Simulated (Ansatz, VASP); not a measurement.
## NiO (rocksalt prototype): VASP beside Ansatz

Wanted: the spread between two codes on one cell, functional and k mesh. The start cell is built, not measured: As first built, before any earlier steps moved the atoms (in the runner's words): rocksalt prototype, lattice guessed from radii. The cell is taken from a series of runs on this material, whose earlier steps may have relaxed, scaled, displaced or heated it; both programs get it as it stands.

Method: plane waves, with VASP 6.6.1 beside it; single point at LDA, DFT+U, in Ansatz 0.2.0.

### Step 1. The starting structure

It takes space group Fm-3m (No. 225, cubic). The conventional cell has a = 4.203 Å, b = 4.203 Å, c = 4.203 Å, α = 90.00°, β = 90.00°, γ = 90.00°. Ni has 6 O at 2.10 Å nearest. Nearest to O lie 6 Ni at 2.10 Å. As first built, before any earlier steps moved the atoms (in the runner's words): rocksalt prototype, lattice guessed from radii. Farther neighbours and most contacts between anions are not listed.

Coordinates:

```cif
data_structure
_symmetry_space_group_name_H-M 'P 1'
_symmetry_Int_Tables_number 1
_cell_length_a 2.9717
_cell_length_b 2.9717
_cell_length_c 4.2027
_cell_angle_alpha 90.000
_cell_angle_beta 90.000
_cell_angle_gamma 90.000
_cell_volume 37.12
loop_
_atom_site_label
_atom_site_type_symbol
_atom_site_fract_x
_atom_site_fract_y
_atom_site_fract_z
_atom_site_occupancy
Ni1 Ni 0.50000 0.50000 0.50000 1
Ni2 Ni 0.00000 0.00000 0.00000 1
O3 O 0.50000 0.50000 0.00000 1
O4 O 0.00000 0.00000 0.50000 1
```

### Step 2. Ansatz: single point, LDA, DFT+U, pair 1

Ansatz runs on its default PAW (the set named soft_2) files.

With cell and atoms fixed, the geometry can't cause a difference; cores, projectors, grids and the points listed under the comparison can.

Input file input.yaml:

```yaml
crystal:
  lattice:
    - [0.0, -2.10134405, -2.10134405]
    - [0.0, 2.10134405, -2.10134405]
    - [4.2026881, 0.0, 0.0]
  atoms:
    - { symbol: Ni, position: [0.5, 0.5, 0.5], spin: 2.0 }
    - { symbol: Ni, position: [0.0, 0.0, 0.0], spin: 2.0 }
    - { symbol: O, position: [0.5, 0.5, 0.0] }
    - { symbol: O, position: [0.0, 0.0, 0.5] }
magnetization:
  spin_polarized: true
kpoints:
  mp_grid: { grid: [9, 9, 7] }
hamiltonian:
  xc: lda
  hubbard:
    sites:
      - { species: Ni, l: d, u_eff: 2.4 }
      - { site: 0, l: d, u_eff: 2.4, starting_ns: [{ spin: up, occupation_matrix: ni1_major }, { spin: down, occupation_matrix: ni1_minor }] }
      - { site: 1, l: d, u_eff: 2.4, starting_ns: [{ spin: up, occupation_matrix: ni1_major }, { spin: down, occupation_matrix: ni1_minor }] }
    projectors: ortho-atomic
    occupation_matrices:
      ni1_major:
        matrix:
          - [0.995, 0.0, 0.0, 0.0, 0.0]
          - [0.0, 0.998, 0.0, 0.0, 0.0]
          - [0.0, 0.0, 0.998, 0.0, 0.0]
          - [0.0, 0.0, 0.0, 0.995, 0.0]
          - [0.0, 0.0, 0.0, 0.0, 0.998]
      ni1_minor:
        matrix:
          - [0.226, 0.0, 0.0, 0.0, 0.0]
          - [0.0, 0.992, 0.0, 0.0, 0.0]
          - [0.0, 0.0, 0.992, 0.0, 0.0]
          - [0.0, 0.0, 0.0, 0.226, 0.0]
          - [0.0, 0.0, 0.0, 0.0, 0.992]
scf:
  occupations: { method: fermi_dirac, width: 0.05 }
output:
  eigenvalues: true
```

Launch:

```console
> ansatz run input.yaml --threads 4 --pin off --max-ram 8192MiB --backend cpu --events-out ev --progress --plain --runs-dir out
```

Numbers of over 12 decimals in the logs are rounded to 6 here.

The log of the run:

```text
Engine: ansatz 0.2.0, aarch64-unknown-linux-gnu
Pseudopotentials: kind: paw
Pseudopotential: Ni, paw, valence charge 18, recommended cutoff 420 eV (normal), Ni.paw.azcp
Pseudopotential: O, paw, valence charge 6, recommended cutoff 420 eV (normal), O.paw.azcp
Functional definition: SPW92
  exchange = slater_x
  correlation = pw_c
Crystal: 4 atoms, lattice volume = 37.115 Å³
Basis set: ecut = 420 eV, 699 PW (Γ)
Bands: 32, of which v1, the nominal top of the filled ones, is band 24 counted from 1 (23 counted from 0)
Symmetry: 32 space group operations
Space group: Fm-3m (ITA 225), of the structure as read, at distance tolerance 3.3e-5 Å
Magnetic group: BNS 225.116 (UNI 1618), of the structure as read, at distance tolerance 3.3e-5 Å
k-points: 60 of 567
Non-local potential: Ni, projectors of the file, l = 0: 3, l = 1: 2, l = 2: 3, l = 3: 1
Non-local potential: O, projectors of the file, l = 0: 2, l = 1: 2, l = 2: 1
PAW form: soft (Blöchl's): semilocal exchange-correlation on the pseudo side does not see the compensation charge
PAW frozen core: Ni, regenerated for the run's functional, and the local potential with it (the file was generated under x = pbe(κ = 0.804, μ = 0.219515), c = pbe(β = 0.066725))
PAW frozen core: O, regenerated for the run's functional, and the local potential with it (the file was generated under x = pbe(κ = 0.804, μ = 0.219515), c = pbe(β = 0.066725))
PAW one-centre angular grid: Ni, 590 points (default); XC on 64 Gauss nodes
PAW one-centre angular grid: O, 110 points (default); XC on 64 Gauss nodes
Initial density: superposition of atomic densities (chi_scale 0.1, normalization cell, long waves kept (reshape's long-wave potential 0.00 eV rms))
Starting moments: Σ|m| = 4 μB on 2 of 4 sites
Initial wavefunctions: pseudopotential atomic-orbital guess
Functional: x = slater, c = lda
SCF iter   1: F=—  HF=-12658.203078 eV  |F-HF|=—  |Δ(HF+E_count)|=         —  Δρ=3.60e-1 (↑1.01e-1 ↓3.60e-1)  dr2=5.34e1  dr2_m=8.30e0  M=1.214 μB ∫|m|=1.218 μB  β_m=0.30  ethr=3.10e-3  ⟨swp⟩=5.4  Hψ=13804  notcnv=0  defer=5
preconditioner: auto → Kerker (q_TF=auto, 2.848 Å⁻¹)  [metal: Δε(μ)=0.010 eV  Ē_g=14.166 eV  σ=0.050 eV  W_gap=0.05  n_scr=14 (ndim 8)  ℏωp=34.5 eV  f_vac=0.000  D(μ)=2.57/eV (n_scr^D=28)]
spin=Collinear: Kerker preconditioning applied to the charge; magnetization (m = ρ↑ − ρ↓) channel mixes plain (no charge-response kernel on spin).
SCF iter   2: F=—  HF=-12652.806231 eV  |F-HF|=—  |Δ(HF+E_count)|=    5.40e0  Δρ=1.06e-1 (↑5.29e-2 ↓1.06e-1)  dr2=1.94e0  dr2_m=1.02e0  M=3.798 μB ∫|m|=3.803 μB  β_m=1.00  ethr=3.10e-3  ⟨swp⟩=3.5  Hψ=9517  notcnv=0  defer=232
SCF iter   3: F=—  HF=-12652.244734 eV  |F-HF|=—  |Δ(HF+E_count)|=   5.61e-1  Δρ=3.87e-2 (↑3.87e-2 ↓3.08e-2)  dr2=3.85e-1  dr2_m=2.86e-2  M=3.765 μB ∫|m|=3.774 μB  β_m=0.30  ethr=3.10e-3  ⟨swp⟩=2.8  Hψ=7440  notcnv=0  defer=248
SCF iter   4: F=—  HF=-12652.565104 eV  |F-HF|=—  |Δ(HF+E_count)|=   3.20e-1  Δρ=4.53e-2 (↑1.38e-2 ↓4.53e-2)  dr2=8.58e-1  dr2_m=9.75e-2  M=3.560 μB ∫|m|=3.568 μB  β_m=0.30  ethr=8.02e-4  ⟨swp⟩=2.8  Hψ=8040  notcnv=0  defer=249
SCF iter   5: F=—  HF=-12652.469019 eV  |F-HF|=—  |Δ(HF+E_count)|=   9.61e-2  Δρ=1.01e-2 (↑6.61e-3 ↓1.01e-2)  dr2=8.71e-3  dr2_m=1.94e-2  M=3.827 μB ∫|m|=3.838 μB  β_m=1.00  ethr=8.02e-4  ⟨swp⟩=2.8  Hψ=6497  notcnv=0  defer=249
SCF iter   6: F=—  HF=-12652.522211 eV  |F-HF|=—  |Δ(HF+E_count)|=   5.32e-2  Δρ=8.72e-3 (↑3.00e-3 ↓8.72e-3)  dr2=2.52e-2  dr2_m=6.05e-3  M=3.900 μB ∫|m|=3.913 μB  β_m=1.00  ethr=1.81e-5  ⟨swp⟩=2.0  Hψ=7668  notcnv=0  defer=249
SCF iter   7: F=—  HF=-12652.546542 eV  |F-HF|=—  |Δ(HF+E_count)|=   2.43e-2  Δρ=1.86e-3 (↑1.86e-3 ↓1.54e-3)  dr2=1.02e-3  dr2_m=2.31e-4  M=3.910 μB ∫|m|=3.925 μB  β_m=0.30  ethr=1.81e-5  ⟨swp⟩=2.0  Hψ=5815  notcnv=0  defer=249
SCF iter   8: F=—  HF=-12652.574812 eV  |F-HF|=—  |Δ(HF+E_count)|=   2.83e-2  Δρ=2.75e-3 (↑1.89e-3 ↓2.75e-3)  dr2=4.27e-3  dr2_m=7.85e-4  M=3.929 μB ∫|m|=3.945 μB  β_m=1.00  ethr=2.12e-6  ⟨swp⟩=2.0  Hψ=6727  notcnv=0  defer=249
SCF iter   9: F=—  HF=-12652.586735 eV  |F-HF|=—  |Δ(HF+E_count)|=   1.19e-2  Δρ=2.28e-3 (↑1.62e-3 ↓2.28e-3)  dr2=4.45e-3  dr2_m=1.75e-4  M=3.940 μB ∫|m|=3.957 μB  β_m=1.00  ethr=2.12e-6  ⟨swp⟩=2.1  Hψ=5134  notcnv=0  defer=249
SCF iter  10: F=—  HF=-12652.593610 eV  |F-HF|=—  |Δ(HF+E_count)|=   6.87e-3  Δρ=2.86e-3 (↑5.91e-4 ↓2.86e-3)  dr2=3.13e-3  dr2_m=5.91e-4  M=3.931 μB ∫|m|=3.947 μB  β_m=0.30  ethr=2.12e-6  ⟨swp⟩=2.1  Hψ=6866  notcnv=0  defer=249
[...]
SCF iter  14: F=—  HF=-12652.601240 eV  |F-HF|=—  |Δ(HF+E_count)|=   6.98e-4  Δρ=4.67e-4 (↑1.80e-4 ↓4.67e-4)  dr2=4.17e-5  dr2_m=2.99e-5  M=3.952 μB ∫|m|=3.970 μB  β_m=1.00  ethr=3.74e-8  ⟨swp⟩=2.0  Hψ=6609  notcnv=0  defer=247
SCF iter  15: F=—  HF=-12652.601588 eV  |F-HF|=—  |Δ(HF+E_count)|=   3.49e-4  Δρ=5.12e-4 (↑2.43e-4 ↓5.12e-4)  dr2=1.58e-4  dr2_m=1.40e-5  M=3.955 μB ∫|m|=3.972 μB  β_m=0.30  ethr=3.74e-8  ⟨swp⟩=2.1  Hψ=5406  notcnv=0  defer=247
Mixer restart at iter 15: flushing history
spin-set hold released at iteration 15 (site moments' squared step at or under half its running peak, from the soft ceiling on): the magnetisation degrees of freedom join the quasi-Newton model from the next iteration; the mixer history was flushed
SCF iter  16: F=—  HF=-12652.601810 eV  |F-HF|=—  |Δ(HF+E_count)|=   2.22e-4  Δρ=2.53e-4 (↑1.78e-4 ↓2.53e-4)  dr2=3.23e-5  dr2_m=8.87e-6  M=3.955 μB ∫|m|=3.973 μB  β_m=0.60  ethr=3.74e-8  ⟨swp⟩=2.0  Hψ=6330  notcnv=0  defer=247
SCF iter  17: F=—  HF=-12652.602070 eV  |F-HF|=—  |Δ(HF+E_count)|=   2.60e-4  Δρ=5.27e-4 (↑1.26e-4 ↓5.27e-4)  dr2=9.92e-5  dr2_m=2.02e-5  M=3.958 μB ∫|m|=3.976 μB  β_m=0.54  ethr=3.74e-8  ⟨swp⟩=2.0  Hψ=6519  notcnv=0  defer=247
SCF iter  18: F=—  HF=-12652.602057 eV  |F-HF|=—  |Δ(HF+E_count)|=   1.31e-5  Δρ=1.03e-4 (↑8.71e-5 ↓1.03e-4)  dr2=1.53e-6  dr2_m=2.65e-6  M=3.958 μB ∫|m|=3.976 μB  β_m=0.77  ethr=3.74e-8  ⟨swp⟩=2.0  Hψ=6347  notcnv=0  defer=247
SCF iter  19: F=—  HF=-12652.602058 eV  |F-HF|=—  |Δ(HF+E_count)|=   9.03e-7  Δρ=2.21e-5 (↑1.05e-5 ↓2.21e-5)  dr2=1.38e-7  dr2_m=3.98e-8  M=3.958 μB ∫|m|=3.976 μB  β_m=0.76  ethr=3.18e-9  ⟨swp⟩=2.3  Hψ=6531  notcnv=0  defer=247
iter 20 met the thresholds in force, and the SCF goes on: an eigenvalue changes by 1.04 meV, over its tolerance of 0.50 meV (output.eigenvalues, Limitations)
SCF iter  20: F=-12652.602058 eV  HF=-12652.602058 eV  |F-HF|=5.39e-8  |Δ(HF+E_count)|=   2.77e-8  Δρ=1.62e-5 (↑8.94e-6 ↓1.62e-5)  dr2=8.09e-8  dr2_m=1.23e-8  M=3.958 μB ∫|m|=3.976 μB  β_m=0.88  ethr=2.08e-10  ⟨swp⟩=8.4  Hψ=12945  notcnv=0
SCF iter  21: F=-12652.602058 eV  HF=-12652.602058 eV  |F-HF|=5.82e-9  |Δ(HF+E_count)|=   5.91e-9  Δρ=4.62e-6 (↑1.22e-6 ↓4.62e-6)  dr2=7.46e-9  dr2_m=1.35e-9  M=3.958 μB ∫|m|=3.976 μB  ethr=1.69e-10  ⟨swp⟩=1.1  Hψ=9729  notcnv=0
SCF 1 converged in 21 iterations: F = -12652.602058 eV  dr2 = 7.46e-9
  greatest PAW one-centre occupation: 1.003 electrons in one spin orbital (limit 2), on the Ni atom at site 1 (counted from 0), in its partial waves of l = 1
SCF converged after 21 iterations
an eigenvalue changed by more than its tolerance at an iteration that met the thresholds in force, so the SCF went on 1 time: the last check found none over its tolerance
Magnetization: 3.9579 μB (25.9789 up, 22.0211 down)
Absolute magnetization: 3.9746 μB (∫|ρ↑−ρ↓|, with the PAW one-centre terms)
Spin contamination: 0.0060 ħ² per cell (⟨S²⟩ above its minimum at these occupations)
Per-site moments (μB) at R_I (Å): [(1.586898, 0.866804420625), (1.586898, 0.866804420625), (0.327637, 0.866804420625), (0.327637, 0.866804420625)]
Free energy (F): -12652.602058 eV
Harris-Foulkes:  -12652.602058 eV  (|F-HF|=5.82e-9)
Internal energy: -12652.597384 eV  (E = F + TS)
E sigma→0 (E₀):  -12652.599721 eV
Entropy (-TS):   -0.004674 eV (-1.168 meV/atom)
Fermi energy:    13.382375 eV
--- Per-component energies (eV) ---
  E_band       = -703.075632
  E_kinetic    = 899.840122
  E_local      = -8054.364624  (includes V_loc(G=0)·N_el)
  E_nonlocal   = 1391.577084
  E_hartree    = 3303.387883
  E_xc         = -308.208925
  E_vxc        = -397.658593  (∫ρ·V_xc dr)
  E_hubbard    = 0.930288  (on-site DFT+U / exact-exchange correction)
  E_vhub       = -18.328633  (the Hubbard potential's part of the band-sum identity)
  E_paw        = -3425.067152  (= ΣΔE_a)
  E_vpaw       = -1130.918459  (= ΣTr[D̂ρ^β])
  E_aug_tail   = 0.005784  (compensation charges beyond the density's cutoff)
  E_ewald      = -6461.759928
  E_core_change = 1.062084  (= ΣΔE_core)
  E_smearing   = -0.004674  (= −TS)
  E_closure    = 0.000000  (closes the sum)
  Σ components = -12652.602058   (vs F -12652.602058, Δ=0.00e0)
--- Specified on-site occupations, and those of the state reported ---
  electrons in the specified blocks: 16.8240 specified, 16.8243 found
  site 1 (l=d) ↓: largest change of an orbital's occupation 0.0009; electrons 3.4280 specified, 3.4284 found; spectral distance 0.0013
  site 0 (l=d) ↓: largest change of an orbital's occupation 0.0009; electrons 3.4280 specified, 3.4284 found; spectral distance 0.0013
  site 0 (l=d) ↑: largest change of an orbital's occupation 0.0007; electrons 4.9840 specified, 4.9838 found; spectral distance 0.0008
  site 1 (l=d) ↑: largest change of an orbital's occupation 0.0007; electrons 4.9840 specified, 4.9838 found; spectral distance 0.0008
--- Band table (eV; the first three rows and the last of 120) ---
  k-point 0 ↑: bands = [... 20 lower, 10.1431, 10.5437, 10.5437, 10.7998, 10.7998, 10.8003, 14.9933, 19.3163, ... 4 higher]
  k-point 1 ↑: bands = [... 20 lower, 10.3780, 10.6822, 10.6822, 10.9076, 10.9076, 10.9654, 15.5156, 19.4645, ... 4 higher]
  k-point 2 ↑: bands = [... 20 lower, 10.8089, 10.9456, 10.9456, 11.0992, 11.0992, 11.1471, 16.7496, 19.6548, ... 4 higher]
  k-point 59 ↓: bands = [... 20 lower, 11.8703, 11.9053, 14.1050, 14.1447, 14.8234, 14.8335, 22.1289, 22.1718, ... 4 higher]
Occupation matrices written to <dir>
```

[end of part 1 of 3]

[Lines on the potential files, build, host, timing and source positions are cut from VASP's logs without a mark.]

[Logs are printed without paths, hosts, clocks, repeated set-up lines and the standing remarks that a program may print on its own settings, such as how far it seeks lower states.]

[Hosts, paths, dates, database ids (printed as entryN), source tags and the programs' standing remarks are cut or masked in the printed files.]
